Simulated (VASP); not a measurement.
Calculation: PBEsol GGA, VASP's PBE PAW potentials (set 64) (plane waves; VASP).

Input for VASP

### KPOINTS
```
Automatic
0
G
  16 16 16
0 0 0
```

### INCAR
```
! general
SYSTEM =Ni
PREC   =Accurate
ENCUT  =400   ! plane-wave cut-off (eV)
LREAL  =F
LASPH  =T

! electronic loop
EDIFF  =1E-6   ! SCF stop (eV)
NELM   =100
ALGO   =Normal
LMAXMIX=4

! smearing
ISMEAR =1   ! Methfessel-Paxton
SIGMA  =0.1

! functional
GGA    =PS

! spin
ISPIN  =2   ! spin-polarised
MAGMOM =0.6

! ions
IBRION =2   ! conjugate gradients
NSW    =60
ISIF   =3   ! ions, shape and volume
EDIFFG =-0.01   ! ionic stop

! output
LWAVE  =F
LCHARG =F
LORBIT =10
```

File POSCAR:
```
Ni
1.0
  0.0000000000   1.7294194498   1.7294194498
  1.7294194498   0.0000000000   1.7294194498
  1.7294194498   1.7294194498   0.0000000000
Ni
1
Cart
  0.0000000000   0.0000000000   0.0000000000
```

POTCAR, in this order: Ni (PBE.64 set). Program: vasp_std.

Question: What does the run give for the energy per atom (σ→0), cell moment, volume per atom, band gap (on the k-mesh)?

Answer: 
- energy per atom (σ→0) = -592.2 kJ/mol of atoms
- cell moment = 0.59 μB
- band gap (on the k-mesh) = none (metal, semimetal or under 0.01 eV)
- volume per atom = 10.33 Å³/atom

**OSZICAR**
```
...
       N       E                     dE             d eps       ncg     rms          rms(c)
DAV:   1    -0.613805149879E+01   -0.33886E-03   -0.52983E-03  5418   0.126E+00    0.151E-01
DAV:   2    -0.613782373270E+01    0.22777E-03   -0.47449E-03  5458   0.106E+00    0.746E-02
DAV:   3    -0.613773412985E+01    0.89603E-04   -0.67314E-04  5424   0.420E-01    0.241E-02
DAV:   4    -0.613772723533E+01    0.68945E-05   -0.44434E-06  5568   0.181E-02    0.137E-02
DAV:   5    -0.613772613732E+01    0.10980E-05   -0.18062E-06  2762   0.108E-02    0.251E-03
DAV:   6    -0.613772628684E+01   -0.14951E-06   -0.10278E-07  2627   0.375E-03
   3 F= -.61377263E+01 E0= -.61377995E+01  d E =-.802351E-05  mag=     0.5854
```

The compound is Ni in the fcc structure. This run relaxes it. Symmetry was kept, so distortions that lower it aren't found. The start is the result of an earlier pass.
